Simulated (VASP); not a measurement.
Input:

```
CdSe
1.0
    0.00000     2.80837     2.80837
    2.80837     0.00000     2.80837
    2.80837     2.80837     0.00000
Cd Se
1 1
Cartesian
  0.00000   0.00000   0.00000
  1.40418   1.40418   1.40418
```

The numbers are results of LDA (Ceperley-Alder, Perdew-Zunger), VASP's LDA PAW potentials (set 64) (plane waves; VASP 6.6.1), not measurements. Numerical set-up: 500 eV cut-off, 8×8×8 Γ-centred mesh, Gaussian smearing of 0.050 eV, potentials Cd Se.

What does the run give for the energy per atom (σ→0), pressure, band gap (on the k-mesh) with the smallest direct gap where there is one?

The band gap (on the k-mesh) is 0.83 eV. The smallest direct gap (on the k-mesh) comes out as 0.83 eV, the energy per atom (σ→0) is -3.117 eV/atom and the pressure is 19.95 GPa.

The compound is CdSe in the zinc blende structure, whereas wurtzite is the usual form. It was relaxed first under an external pressure of 20 GPa.
